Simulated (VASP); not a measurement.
Data:

```
InLuO3
1.0
    3.87610     0.00000     0.00000
    0.00000     3.87610     0.00000
    0.00000     0.00000     3.87610
Lu In O
1 1 3
Direct
  0.00000   0.00000   0.00000
  0.50000   0.50000   0.50000
  0.00000   0.50000   0.50000
  0.50000   0.50000   0.00000
  0.50000   0.00000   0.50000
```

All values below come from PBEsol GGA, VASP's PBE PAW potentials (set 64) (plane waves; VASP). Numerical set-up: 400 eV cut-off, 6×6×6 Γ-centred mesh, Fermi-Dirac smearing of 0.10 eV, potentials Lu_3 In_d O.

Unless said otherwise, spin-orbit coupling is left out, though it shifts the bands of the heavy elements here.

Task: Give the energies of bands 12 to 23 at the high-symmetry points, in eV from the valence-band maximum.

Result: 
```tsv
band	Γ	X	M	R
12	-6.55	-6.34	-6.01	-9.65
13	-6.55	-6.34	-5.71	-4.68
14	-6.55	-5.47	-5.38	-4.68
15	-3.18	-4.44	-4.16	-4.68
16	-3.18	-3.48	-4.16	-1.87
17	-3.18	-3.17	-3.76	-1.87
18	-2.69	-3.17	-3.76	-1.87
19	-2.69	-3.16	-2.05	0.00
20	-2.69	-3.16	-0.01	0.00
21	0.81	2.72	3.15	2.34
22	0.98	2.97	3.40	2.34
23	0.98	3.17	4.70	2.34
```

The gap is indirect, 0.80 eV, from the valence maximum at R to the conduction minimum at Γ.

The structure was generated: LuInO3 was put into an ordered model structure, which need not be its known phase. The cell was not relaxed at this level.
